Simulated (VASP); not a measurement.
All values below come from PBE GGA, VASP's PBE PAW potentials (set 64) (plane waves; VASP).

A VASP calculation is set up with these files.

### INCAR
```
LREAL  =  .FALSE.   ! projection in real space or not
GGA  =  PE
ALGO  =  Normal
SIGMA  =  0.1   ! width (eV)
ENCUT  =  520
NELM  =  100   ! most electronic steps
PREC  =  Accurate
LCHARG  =  .FALSE.
EDIFF  =  1E-7   ! SCF stop (eV)
ISIF  =  2   ! forces and stress, cell fixed
LASPH  =  .TRUE.   ! aspherical one-centre terms
SYSTEM  =  CoGa
LWAVE  =  .FALSE.
ISMEAR  =  1
LMAXMIX  =  4
```

POSCAR:
```
CoGa
1
    2.8236071359     0.0000000000     0.0000000000
    0.0000000000     2.8236071359     0.0000000000
    0.0000000000     0.0000000000     2.8236071359
Ga Co
1 1
Direct
  0.5000000000   0.5000000000   0.5000000000
  0.0000000000   0.0000000000   0.0000000000
```

File KPOINTS:
```
Automatic mesh
0
gamma
  13 13 13
```

POTCAR, in this order: Ga_d Co (PBE.64 set). Program: vasp_std.

The resulting files:

### OUTCAR
```
 ion  position               nearest neighbor table
   1  0.500  0.500  0.500-   2 2.45   2 2.45   2 2.45   2 2.45   2 2.45   2 2.45   2 2.45   2 2.45
  LATTYP: Found a simple cubic cell.
 ALAT       =     2.8236071359
 Subroutine PRICEL returns:
 Original cell was already a primitive cell.
 Subroutine GETGRP returns: Found 48 space group operations
The static configuration has the point symmetry O_h .
The dynamic configuration has the point symmetry O_h .
 Subroutine INISYM returns: Found 48 space group operations
 Subroutine IBZKPT returns following result:
 Found     84 irreducible k-points:

 Following reciprocal coordinates:
            Coordinates               Weight
  0.000000  0.000000  0.000000      1.000000
  0.076923  0.000000  0.000000      6.000000
  0.153846  0.000000  0.000000      6.000000
  0.230769  0.000000  0.000000      6.000000
  0.307692  0.000000  0.000000      6.000000
  0.384615  0.000000  0.000000      6.000000
  0.461538  0.000000  0.000000      6.000000
  0.076923  0.076923  0.000000     12.000000
  0.153846  0.076923  0.000000     24.000000
  0.230769  0.076923  0.000000     24.000000
  0.307692  0.076923  0.000000     24.000000
  0.384615  0.076923  0.000000     24.000000
  0.461538  0.076923  0.000000     24.000000
  0.153846  0.153846  0.000000     12.000000
  0.230769  0.153846  0.000000     24.000000
  0.307692  0.153846  0.000000     24.000000
  0.384615  0.153846  0.000000     24.000000
  0.461538  0.153846  0.000000     24.000000
  0.230769  0.230769  0.000000     12.000000
  0.307692  0.230769  0.000000     24.000000
  0.384615  0.230769  0.000000     24.000000
  0.461538  0.230769  0.000000     24.000000
  0.307692  0.307692  0.000000     12.000000
  0.384615  0.307692  0.000000     24.000000
  0.461538  0.307692  0.000000     24.000000
...
```

File OSZICAR:
```
       N       E                     dE             d eps       ncg     rms          rms(c)
DAV:   1     0.984273628430E+02    0.98427E+02   -0.10785E+04  2648   0.266E+03
DAV:   2    -0.660667735769E+01   -0.10503E+03   -0.10264E+03  2590   0.353E+02
DAV:   3    -0.113078143504E+02   -0.47011E+01   -0.46853E+01  2954   0.811E+01
DAV:   4    -0.113773226468E+02   -0.69508E-01   -0.69486E-01  3470   0.926E+00
DAV:   5    -0.113789969228E+02   -0.16743E-02   -0.16742E-02  3095   0.121E+00    0.991E+00
DAV:   6    -0.121023130016E+02   -0.72332E+00   -0.19914E+01  2871   0.612E+01    0.100E+01
DAV:   7    -0.104542598690E+02    0.16481E+01   -0.78795E+00  2625   0.455E+01    0.207E+00
DAV:   8    -0.104301120512E+02    0.24148E-01   -0.22684E-01  3065   0.565E+00    0.609E-01
DAV:   9    -0.104247339689E+02    0.53781E-02   -0.16791E-02  3443   0.216E+00    0.119E-01
DAV:  10    -0.104244918266E+02    0.24214E-03   -0.58948E-04  3415   0.362E-01    0.627E-02
DAV:  11    -0.104244813095E+02    0.10517E-04   -0.60213E-05  3534   0.137E-01    0.116E-02
DAV:  12    -0.104244805285E+02    0.78104E-06   -0.29076E-06  3296   0.294E-02    0.203E-03
DAV:  13    -0.104244804309E+02    0.97533E-07   -0.26950E-07  2424   0.842E-03
   1 F= -.10424480E+02 E0= -.10424837E+02  d E =0.107018E-02
```

**OUTCAR**
```
------------------------ aborting loop because EDIFF is reached ----------------------------------------
  FORCE on cell =-STRESS in cart. coord.  units (eV):
  Direction    XX          YY          ZZ          XY          YZ          ZX
  --------------------------------------------------------------------------------------
  Total        1.7822074      1.7822074      1.7822074      0.0000000      0.0000000      0.0000000
  in kB      126.8399358    126.8399358    126.8399358      0.0000000      0.0000000      0.0000000
  external PRESSURE =     126.8399358 kB  Pullay stress =       0.0000000 kB
  volume of cell :       22.51
      direct lattice vectors                 reciprocal lattice vectors
     2.823607136  0.000000000  0.000000000     0.354156918  0.000000000  0.000000000
     0.000000000  2.823607136  0.000000000     0.000000000  0.354156918  0.000000000
     0.000000000  0.000000000  2.823607136     0.000000000  0.000000000  0.354156918
 POSITION                                       TOTAL-FORCE (eV/Angst)
 -----------------------------------------------------------------------------------
      1.41180      1.41180      1.41180         0.000000      0.000000      0.000000
      0.00000      0.00000      0.00000         0.000000      0.000000      0.000000
 -----------------------------------------------------------------------------------
    total drift:                                0.000000      0.000000     -0.000000
  FREE ENERGIE OF THE ION-ELECTRON SYSTEM (eV)
  ---------------------------------------------------
  free  energy   TOTEN  =       -10.4244804309 eV

  energy  without entropy=      -10.4255506091  energy(sigma->0) =      -10.42483716
```
(Selected blocks of OUTCAR.)

### OUTCAR
```
 val. band max:       10.6233669143   @ k =   0.4615   0.3077   0.0000

 cond. band min:      10.6605931277   @ k =   0.4615   0.4615   0.2308


 Fermi energy:        10.6338849023

 k-point     1 :       0.0000    0.0000    0.0000
  band No.  band energies     occupation
      1      -4.7111      2.00000
      2      -4.7111      2.00000
      3      -4.3047      2.00000
      4      -4.3047      2.00000
      5      -4.3047      2.00000
      6      -1.9792      2.00000
      7       7.8271      2.00000
      8       7.8271      2.00000
      9       9.7980      2.00000
     10       9.7980      2.00000
     11       9.7980      2.00000
     12      16.0023      0.00000
     13      16.0023      0.00000
     14      16.0023      0.00000
     15      22.0239      0.00000

 k-point     2 :       0.0769    0.0000    0.0000
  band No.  band energies     occupation
      1      -4.7072      2.00000
      2      -4.6931      2.00000
      3      -4.3112      2.00000
      4      -4.3112      2.00000
      5      -4.3031      2.00000
      6      -1.8623      2.00000
      7       7.8069      2.00000
      8       7.8396      2.00000
      9       9.7154      2.00000
     10       9.7154      2.00000
     11       9.7980      2.00000
     12      15.1387      0.00000
     13      16.2135      0.00000
     14      16.2135      0.00000
     15      22.0406      0.00000

 k-point     3 :       0.1538    0.0000    0.0000
  band No.  band energies     occupation
      1      -4.6964      2.00000
      2      -4.6444      2.00000
      3      -4.3292      2.00000
      4      -4.3292      2.00000
      5      -4.2987      2.00000
      6      -1.5109      2.00000
      7       7.6914      2.00000
      8       7.8745      2.00000
      9       9.5041      2.00000
     10       9.5041      2.00000
     11       9.7981      2.00000
     12      13.4903      0.00000
     13      16.8110      0.00000
     14      16.8110      0.00000
     15      22.0907      0.00000
...
```

The compound is CoGa in the CsCl type structure. This cell is one point of a volume scan, at 0.94 of the reference volume. The run is not spin-polarised, so no magnetic state was tried.
